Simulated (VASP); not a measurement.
# MnHg (Pm-3m) in VASP: notebook, part 2 of 2

VASP 6.6.1. The steps go on from the part before.

### 3 Single point, r2SCAN, collinear spin, ferromagnetic start

Input file INCAR:

```
PREC = Accurate
ENCUT = 400
EDIFF = 1E-6
ISMEAR = 1
SIGMA = 0.05
LREAL = False
LASPH = True
NELM = 100
ALGO = Normal
ISIF = 2
LWAVE = False
LCHARG = False
ISPIN = 2
MAGMOM = 0 4
LORBIT = 11
LMAXMIX = 4
METAGGA = R2SCAN
LMIXTAU = True
NBANDS = 24
ADDGRID = False
```

Input file KPOINTS:

```
regular mesh
0
Gamma
  7 7 7
```

Input file POSCAR:

```
MnHg
1.0
    3.3150000000      0.0000000000      0.0000000000
    0.0000000000      3.3150000000      0.0000000000
    0.0000000000      0.0000000000      3.3150000000
Hg Mn
1 1
Direct
    0.0000000000      0.0000000000      0.0000000000
    0.5000000000      0.5000000000      0.5000000000
```

Potentials or basis: VASP PAW PBE potentials, release 64 (Hg, Mn_pv).

Started as:

```console
cat potpaw_PBE.64/Hg/POTCAR potpaw_PBE.64/Mn_pv/POTCAR > POTCAR
mpirun -np 1 vasp_std > vasp.out
```

Wall time 47 s (1 thread of Intel Xeon Platinum 8488C (Sapphire Rapids), shared host); peak memory 0.16 GiB.

The run converged, but some of its settings lie outside the range that counts as converged, so its numbers aren't taken as properties of the crystal.

Results:

- Free energy: -64.0354 eV
- Pressure: -0.8 GPa
- Band gap on the k mesh: none (metal or under the smearing width)
- Net moment: 3.94 μB per cell
- Site moments: Hg -0.12; Mn +4.02 μB
- Valence electrons inside the program's atomic spheres: Hg 10.62; Mn 11.38

Caveat: the PAW data sets were made with another functional, which shifts forces and pressure a little.

### 4 Single point, r2SCAN, collinear spin, ferromagnetic start

INCAR is that of step 3.

KPOINTS is that of step 3.

Input file POSCAR:

```
MnHg
1.0
    3.3150000000      0.0000000000      0.0000000000
    0.0000000000      3.3150000000      0.0000000000
    0.0000000000      0.0000000000      3.3150000000
Hg Mn
1 1
Direct
   -0.0058010000      0.0109980000     -0.0122330000
    0.5154140000      0.4990250000      0.4770600000
```

Potentials or basis: VASP PAW PBE potentials, release 64 (Hg, Mn_pv).

Started as:

```console
cat potpaw_PBE.64/Hg/POTCAR potpaw_PBE.64/Mn_pv/POTCAR > POTCAR
mpirun -np 1 vasp_std > vasp.out
```

OUTCAR:

```text
PREC = Accurate
   ENCUT = 400
   EDIFF = 1E-6
   ISMEAR = 1
   LREAL = False
   LASPH = True
   NELM = 100
   ISIF = 2
   ISPIN = 2
   LORBIT = 11
   METAGGA = R2SCAN

 Found    172 irreducible k-points:

 Following reciprocal coordinates:
            Coordinates               Weight
  0.000000  0.000000  0.000000      1.000000
  0.142857  0.000000  0.000000      2.000000
  0.000000  0.142857  0.000000      2.000000
  0.000000  0.000000  0.142857      2.000000
  0.285714  0.000000  0.000000      2.000000
  0.000000  0.285714  0.000000      2.000000
   k-points           NKPTS =    172   k-points in BZ     NKDIM =    172   number of bands    NBANDS=     24
   number of dos      NEDOS =    301   number of ions     NIONS =      2
   total plane-waves  NPLWV =  13824
   dimension x,y,z NGX =    24 NGY =   24 NGZ =   24
   dimension x,y,z NGXF=    48 NGYF=   48 NGZF=   48
   ions per type =               1   1
   NGX,Y,Z   is equivalent  to a cutoff of  12.04, 12.04, 12.04 a.u.
   NGXF,Y,Z  is equivalent  to a cutoff of  24.07, 24.07, 24.07 a.u.
 SYSTEM =  unknown system
   PREC   = accura    normal or accurate (medium, high low for compatibility)
[... 234 lines left out ...]
  band No.  band energies     occupation
      1     -41.6761      1.00000
      2     -41.6755      1.00000
      3     -41.6750      1.00000
      4      -4.6221      1.00000
      5      -3.1910      1.00000
      6      -3.1882      1.00000
[... 151 lines left out ...]
     23      21.8809      0.00000
     24      24.1958      0.00000

 [... further k-points ...]
[... 5 lines left out ...]
  --------------------------------------------------------------------------------------
  -------------------------------------------------------------------------------------
  Total       -0.1673496     -0.1321325     -0.1296345     -0.0433108      0.0208607     -0.0430538
  in kB       -7.3601145     -5.8112501     -5.7013889     -1.9048302      0.9174657     -1.8935263
  external PRESSURE =      -6.2909178 kB  Pullay stress =       0.0000000 kB

 VOLUME and BASIS-vectors are now :
 -----------------------------------------------------------------------------
  energy-cutoff  :      400.00
  volume of cell :       36.43
      direct lattice vectors                 reciprocal lattice vectors
     3.315000000  0.000000000  0.000000000     0.301659125  0.000000000  0.000000000
     0.000000000  3.315000000  0.000000000     0.000000000  0.301659125  0.000000000
     0.000000000  0.000000000  3.315000000     0.000000000  0.000000000  0.301659125

 POSITION                                       TOTAL-FORCE (eV/Angst)
 -----------------------------------------------------------------------------------
      3.29577      0.03646      3.27445         0.226750     -0.137384     -0.125247
      1.70860      1.65427      1.58145        -0.226750      0.137384      0.125247
 -----------------------------------------------------------------------------------
    total drift:                                0.019471      0.003947      0.008091

  FREE ENERGIE OF THE ION-ELECTRON SYSTEM (eV)
  ---------------------------------------------------
  free  energy   TOTEN  =       -64.0223257753 eV

  energy  without entropy=      -64.0226452656  energy(sigma->0) =      -64.02243227

 total charge

# of ion       s       p       d       tot
------------------------------------------
    1        0.825   0.554   9.239  10.618
    2        0.263   6.178   4.944  11.385
--------------------------------------------------
tot          1.088   6.732  14.183  22.003

 magnetization (x)

# of ion       s       p       d       tot
------------------------------------------
    1       -0.057  -0.111   0.046  -0.122
    2        0.023   0.011   3.987   4.021
--------------------------------------------------
tot         -0.035  -0.100   4.034   3.899
```

stdout:

```text
POSCAR found type information on POSCAR HgMn
 POSCAR found :  2 types and       2 ions
 scaLAPACK will be used
 -----------------------------------------------------------------------------
|                                                                             |
|                                                                             |
|     You enforced a specific xc type in the INCAR file but a different       |
|     I HOPE YOU KNOW WHAT YOU ARE DOING!                                     |
|                                                                             |
 -----------------------------------------------------------------------------

 LDA part: xc-table for (None), standard interpolation
 POSCAR, INCAR and KPOINTS ok, starting setup
 FFT: planning ... GRIDC
 FFT: planning ... GRID_SOFT
 FFT: planning ... GRID
 WAVECAR not read
 entering main loop
```

Run time: 5.8 min. Hardware: 1 thread of Intel Xeon Platinum 8488C (Sapphire Rapids), shared host; peak memory 0.28 GiB.

The run converged, but some of its settings lie outside the range that counts as converged, so its numbers aren't taken as properties of the crystal.

Results:

| Quantity | Value |
| --- | --- |
| Free energy | -64.0223 eV |
| Pressure | -0.6 GPa |
| Largest force | 0.293 eV/Å |
| Band gap on the k mesh | none (metal or under the smearing width) |
| Net moment | 3.94 μB per cell |
| Site moments | Hg -0.12; Mn +4.02 μB |
| Valence electrons inside the program's atomic spheres | Hg 10.62; Mn 11.38 |

Caveat: the PAW data sets were made with another functional, which shifts forces and pressure a little.

### 5 Single point, r2SCAN, collinear spin, ferromagnetic start

INCAR, as its differences from that of step 4:

```diff
@@ -4,3 +4,3 @@
 ISMEAR = 1
-SIGMA = 0.05
+SIGMA = 0.02
 LREAL = False
```

KPOINTS is that of step 4.

Input file POSCAR:

```
MnHg
1.0
    3.3150000000      0.0000000000      0.0000000000
    0.0000000000      3.3150000000      0.0000000000
    0.0000000000      0.0000000000      3.3150000000
Hg Mn
1 1
Direct
    0.0000000000      0.0000000000      0.0000000000
    0.5000000000      0.5000000000      0.5000000000
```

Started as:

```console
cat potpaw_PBE.64/Hg/POTCAR potpaw_PBE.64/Mn_pv/POTCAR > POTCAR
mpirun -np 1 vasp_std > vasp.out
```

Run time: 51 s. Hardware: 1 thread of Intel Xeon Platinum 8488C (Sapphire Rapids), shared host; peak memory 0.16 GiB.

The run converged, but some of its settings lie outside the range that counts as converged, so its numbers aren't taken as properties of the crystal.

What came out:

```
Free energy                                           : -64.0354 eV
Pressure                                              : -0.7 GPa
Band gap on the k mesh                                : none (metal or under the smearing width)
Net moment                                            : 3.94 μB per cell
Site moments                                          : Hg -0.12; Mn +4.02 μB
Valence electrons inside the program's atomic spheres : Hg 10.62; Mn 11.38
```

Caveat: the PAW data sets were made with another functional, which shifts forces and pressure a little.
